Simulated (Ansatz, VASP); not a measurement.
# ZnAgCl3 in two plane-wave programs, part 2 of 2

Aim: how closely do two programs agree when they are given the same cell, functional and k mesh? The two relaxations start from unlike cells of this crystal (the structure described is Ansatz's start), so only their ends are compared.

VASP 6.6.1 and Ansatz 0.2.0.

So far: The starting structure; VASP: relaxation of cell and atoms, PBEsol.

## Step 3: Ansatz: relaxation of cell and atoms, PBEsol

Level of this step: Ansatz beside VASP: Kohn-Sham DFT, plane waves, PBEsol (Ansatz).

Ansatz runs on its PAW soft_1 files.

Its own start cell and the same functional, mesh and smearing now go to Ansatz, which takes its cutoff from its data sets.

The input, input.yaml:

```yaml
crystal:
  lattice:
    - [3.67, -3.675, 0.0]
    - [3.67, 3.675, 0.0]
    - [-0.04995332, 0.0, 5.11075588]
  atoms:
    - { symbol: Ag, position: [0.9985, 0.9985, 0.0042] }
    - { symbol: Zn, position: [0.4897, 0.4897, 0.526] }
    - { symbol: Cl, position: [0.5068, 0.9976, 0.5046] }
    - { symbol: Cl, position: [0.5112, 0.5112, 0.0153] }
    - { symbol: Cl, position: [0.9976, 0.5068, 0.5046] }
kpoints:
  mp_grid: { grid: [5, 5, 5] }
scf:
  occupations: { method: fermi_dirac, width: 0.05 }
hamiltonian:
  xc: pbesol
  pseudopotentials: { kind: paw, azcp: { folder: soft_1 }, xc_functional: pbe }
relax:
  f_tol: 0.015
  max_steps: 70
  cell: {}
output:
  forces: true
  stress: true
```

Launch:

```
$ ansatz run input.yaml --threads 4 --pin off --max-ram 10240MiB --backend cpu --events-out ev --progress --plain --runs-dir out
```

Numbers of over 12 decimals in the logs are rounded to 6 here.

What it wrote:

```text
Engine: ansatz 0.2.0, aarch64-unknown-linux-gnu
Pseudopotentials: kind: paw
Pseudopotential: Ag, paw, valence charge 19, recommended cutoff 420 eV (normal), soft_1/Ag.paw.azcp
Pseudopotential: Zn, paw, valence charge 12, recommended cutoff 420 eV (normal), soft_1/Zn.paw.azcp
Pseudopotential: Cl, paw, valence charge 7, recommended cutoff 420 eV (normal), soft_1/Cl.paw.azcp
Functional definition: PBEsol
  exchange = pbesol_x
  correlation = pbesol_c
Crystal: 5 atoms, lattice volume = 137.860 Å³
Basis set: ecut = 420 eV, 2707 PW (Γ), exchange–correlation on 72×72×72 points (8 copies of the dense FFT grid, shifted against one another)
Bands: 32, of which v1, the nominal top of the filled ones, is band 26 counted from 1 (25 counted from 0)
Symmetry: 2 space group operations
Space group: Cm (ITA 8), of the structure as read, at distance tolerance 5.2e-5 Å
k-points: 39 of 125 (time reversal used)
Non-local potential: Ag, projectors of the file, l = 0: 3, l = 1: 2, l = 2: 2, l = 3: 1
Non-local potential: Zn, projectors of the file, l = 0: 2, l = 1: 2, l = 2: 3, l = 3: 1
Non-local potential: Cl, projectors of the file, l = 0: 2, l = 1: 2, l = 2: 1
PAW form: soft (Blöchl's): semilocal exchange-correlation on the pseudo side does not see the compensation charge
PAW frozen core: Ag, regenerated for the run's functional, and the local potential with it (the file was generated under x = pbe(κ = 0.804, μ = 0.219515), c = pbe(β = 0.066725))
PAW frozen core: Zn, regenerated for the run's functional, and the local potential with it (the file was generated under x = pbe(κ = 0.804, μ = 0.219515), c = pbe(β = 0.066725))
PAW frozen core: Cl, regenerated for the run's functional, and the local potential with it (the file was generated under x = pbe(κ = 0.804, μ = 0.219515), c = pbe(β = 0.066725))
PAW one-centre angular grid: Ag, 590 points (default); XC on 64 Gauss nodes
PAW one-centre angular grid: Zn, 590 points (default); XC on 64 Gauss nodes
PAW one-centre angular grid: Cl, 110 points (default); XC on 64 Gauss nodes
Initial density: superposition of atomic densities (chi_scale 0.1, normalization cell, long waves kept (reshape's long-wave potential 0.03 eV rms))
Initial wavefunctions: pseudopotential atomic-orbital guess
Functional: x = pbesol(κ = 0.804, μ = 0.123457), c = pbesol(β = 0.046)
SCF iter   1: F=—  HF=-13989.072250 eV  |F-HF|=—  |Δ(HF+E_count)|=         —  Δρ=6.52e-2  dr2=4.97e0  ethr=3.10e-3  ⟨swp⟩=7.4  Hψ=5851  notcnv=0  defer=2
preconditioner: auto → Resta (q_TF=auto, 2.319 Å⁻¹)  ε∞=5.0  [insulator: Δε(μ)=0.456 eV  Ē_g=10.511 eV  σ=0.050 eV  W_gap=0.94  n_scr=26 (ndim 8)  ℏωp=21.0 eV  f_vac=0.044  D(μ)=0.04/eV (n_scr^D=0)  ε∞_Penn≈5.0]
SCF iter   2: F=—  HF=-13987.494359 eV  |F-HF|=—  |Δ(HF+E_count)|=    1.58e0  Δρ=1.28e-2  dr2=1.92e-1  ethr=3.10e-3  ⟨swp⟩=3.0  Hψ=2952  notcnv=0  defer=43
SCF iter   3: F=—  HF=-13987.407024 eV  |F-HF|=—  |Δ(HF+E_count)|=   8.73e-2  Δρ=8.69e-3  dr2=6.75e-2  ethr=3.69e-4  ⟨swp⟩=3.0  Hψ=2640  notcnv=0  defer=50
SCF iter   4: F=—  HF=-13987.403753 eV  |F-HF|=—  |Δ(HF+E_count)|=   3.27e-3  Δρ=3.44e-3  dr2=1.17e-2  ethr=1.30e-4  ⟨swp⟩=2.3  Hψ=2136  notcnv=0  defer=50
SCF iter   5: F=—  HF=-13987.406596 eV  |F-HF|=—  |Δ(HF+E_count)|=   2.84e-3  Δρ=1.18e-3  dr2=1.78e-3  ethr=2.26e-5  ⟨swp⟩=2.0  Hψ=2387  notcnv=0  defer=50
SCF iter   6: F=—  HF=-13987.406638 eV  |F-HF|=—  |Δ(HF+E_count)|=   4.19e-5  Δρ=1.90e-4  dr2=5.99e-5  ethr=3.41e-6  ⟨swp⟩=2.9  Hψ=2450  notcnv=0  defer=50
SCF iter   7: F=—  HF=-13987.406691 eV  |F-HF|=—  |Δ(HF+E_count)|=   5.31e-5  Δρ=1.09e-4  dr2=9.38e-6  ethr=1.15e-7  ⟨swp⟩=2.1  Hψ=1933  notcnv=0  defer=50
SCF iter   8: F=—  HF=-13987.406697 eV  |F-HF|=—  |Δ(HF+E_count)|=   6.08e-6  Δρ=1.26e-5  dr2=2.89e-7  ethr=1.80e-8  ⟨swp⟩=2.0  Hψ=1919  notcnv=0  defer=50
SCF iter   9: F=-13987.406697 eV  HF=-13987.406697 eV  |F-HF|=7.23e-9  |Δ(HF+E_count)|=   1.89e-7  Δρ=4.39e-6  dr2=2.41e-8  ethr=1.92e-10  ⟨swp⟩=5.0  Hψ=4775  notcnv=0
SCF 1 converged in 9 iterations: F = -13987.406697 eV  dr2 = 2.41e-8
  greatest PAW one-centre occupation: 1.000 electrons in one spin orbital (limit 2), on the Ag atom at site 0 (counted from 0), in its partial waves of l = 0
relax step   1: F+E_penalty+E_count = -13987.40669713 eV  Δ(F+E_penalty+E_count) = +0.000e0 eV  max|allowed force component| = 1.860e-1 eV/Å  Δτ_max = 0.0000 Å  P = -6.656 GPa  Ω = 137.860 Å³  (9 SCF iters, dr2 threshold 1.00e-7 eV, accepted)
[...]
relax step  29: F+E_penalty+E_count = -13989.57488287 eV  Δ(F+E_penalty+E_count) = -1.883e-3 eV  max|allowed force component| = 9.996e-3 eV/Å  Δτ_max = 0.0104 Å  P = +0.030 GPa  Ω = 150.395 Å³  energy of the carried Pulay correction = -1.833e-4 eV  (7 SCF iters, dr2 threshold 2.10e-7 eV, accepted)
[...]
relax step  30: F+E_penalty+E_count = -13989.57555646 eV  Δ(F+E_penalty+E_count) = -6.736e-4 eV  max|allowed force component| = 1.822e-2 eV/Å  Δτ_max = 0.0117 Å  P = +0.002 GPa  Ω = 151.445 Å³  energy of the carried Pulay correction = -3.622e-4 eV  (7 SCF iters, dr2 threshold 4.42e-8 eV, accepted)
[...]
relax step  31: F+E_penalty+E_count = -13989.57565994 eV  Δ(F+E_penalty+E_count) = -1.035e-4 eV  max|allowed force component| = 4.788e-3 eV/Å  Δτ_max = 0.0035 Å  P = +0.008 GPa  Ω = 151.419 Å³  energy of the carried Pulay correction = -3.493e-4 eV  (6 SCF iters, dr2 threshold 2.07e-8 eV, accepted)
[...]
relax step  32: F+E_penalty+E_count = -13989.57598446 eV  Δ(F+E_penalty+E_count) = -3.245e-4 eV  max|allowed force component| = 4.656e-3 eV/Å  Δτ_max = 0.0000 Å  P = +0.007 GPa  Ω = 151.419 Å³  stress off target by 1.58e-2 GPa  SCF on the basis re-selected at this cell (its energy is not comparable with the rows above)  (8 SCF iters)
basis re-selected at this cell: Δ(F+E_penalty+E_count) = -3.245e-4 eV, ΔP = -0.000 GPa vs the last step (what re-selecting the basis moved, of the pressure what is left beyond the Pulay correction that the steps carried, after the strain that the cell walked since its last selection, with what the two solves' SCF thresholds leave and, on support functions, any second-order correction that the steps lacked; it is no m [...]
SCF converged after 8 iterations
Free energy (F): -13989.575984 eV
Harris-Foulkes:  -13989.575984 eV  (|F-HF|=2.82e-10)
Internal energy: -13989.575984 eV  (E = F + TS)
E sigma→0 (E₀):  -13989.575984 eV
Fermi energy:    3.354713 eV
--- Per-component energies (eV) ---
  E_band       = -607.745550
  E_kinetic    = 1072.563997
  E_local      = -8035.749403  (includes V_loc(G=0)·N_el)
  E_nonlocal   = 956.291964
  E_hartree    = 3465.148878
  E_xc         = -551.242708
  E_vxc        = -595.345764  (∫ρ·V_xc dr)
  E_paw        = -7677.326015  (= ΣΔE_a)
  E_vpaw       = -935.804574  (= ΣTr[D̂ρ^β])
  E_aug_tail   = 0.000403  (compensation charges beyond the density's cutoff)
  E_ewald      = -3220.618492
  E_core_change = 1.355393  (= ΣΔE_core)
  E_smearing   = -0.000000  (= −TS)
  E_closure    = 0.000000  (closes the sum)
  Σ components = -13989.575984   (vs F -13989.575984, Δ=0.00e0)
--- Forces (eV/Å), atoms counted from 1 ---
  atom   1  Ag     0.00128334    -0.00000000     0.00017437
  atom   2  Zn     0.00111401    -0.00000000    -0.00002974
  atom   3  Cl     0.00112953    -0.00131110    -0.00007572
  atom   4  Cl    -0.00465644    -0.00000000     0.00000682
  atom   5  Cl     0.00112953     0.00131110    -0.00007572
  max |Σ_I F_I| component: 2.94e-8 eV/Å
--- Stress (GPa, compression-positive) ---
       -0.000232       0.000000      -0.000126
        0.000000       0.006059      -0.000000
       -0.000126      -0.000000       0.015769
  P = ⅓ Tr σ = 0.0072 GPa (0.072 kbar)
--- Relaxed structure (29 steps of the walk, 29 accepted, 3 SCFs on fresh bases) ---
  F+E_penalty+E_count = -13989.57598446 eV   max|allowed force component| = 4.656e-3 eV/Å   (the final SCF, on the basis selected at the relaxed cell)
  cell:  # Å, volume = 151.4187 Å³
    - [5.548238, -3.614821, 0.036454]
    - [5.548238, 3.614821, 0.036454]
    - [-0.024754, 0, 3.774757]
  atoms:
    - { symbol: Ag, position: [0.824439, 0.824439, 0.010931] }
    - { symbol: Zn, position: [0.447814, 0.447814, 0.510945] }
    - { symbol: Cl, position: [0.586189, 1.077752, 0.510943] }
    - { symbol: Cl, position: [0.567606, 0.567606, 0.010938] }
    - { symbol: Cl, position: [1.077752, 0.586189, 0.510943] }
```

## Step 4: Side by side

Known differences besides the potentials themselves: the data sets hold 52 valence electrons in Ansatz (on its PAW soft_1 files) and 44 in VASP; the cutoff is 420 eV in Ansatz and 500 eV in VASP; Ansatz makes its cores anew for this functional, VASP keeps those of its PBE data sets; Ansatz adds a Pulay correction to the stress that steers its cell, VASP none. Total energies have different zeros and are not compared.

The two programs side by side:

```
                                         quantity  Ansatz    VASP  difference
                                      volume (Å³)  151.42  151.00     +0.27 %
edge a after relaxation, in the typed setting (Å)   6.622   6.609     +0.20 %
edge c after relaxation, in the typed setting (Å)   3.775   3.775     -0.01 %
```

## Step 5: What came out

```
difference in volume (relaxation of cell and atoms, PBEsol) : 0.27 %
```

In words: The difference in volume is 0.27 % (relaxation of cell and atoms, PBEsol), within the 1.2 % picked in this series as the mark of a large difference, as far as the stopping tolerances let one tell. The data sets hold unlike numbers of valence electrons (52 in Ansatz and 44 in VASP), so part of the differences comes from the potentials. How closely two codes agree says nothing of how well the functional describes the real material.

[Lines on the potential files, build, host, timing and source positions are cut from VASP's logs without a mark.]

[Logs are printed without paths, hosts, clocks, repeated set-up lines and the standing remarks that a program may print on its own settings, such as how far it seeks lower states.]

[Hosts, paths, dates, database ids (printed as entryN), source tags and the programs' standing remarks are cut or masked in the printed files.]
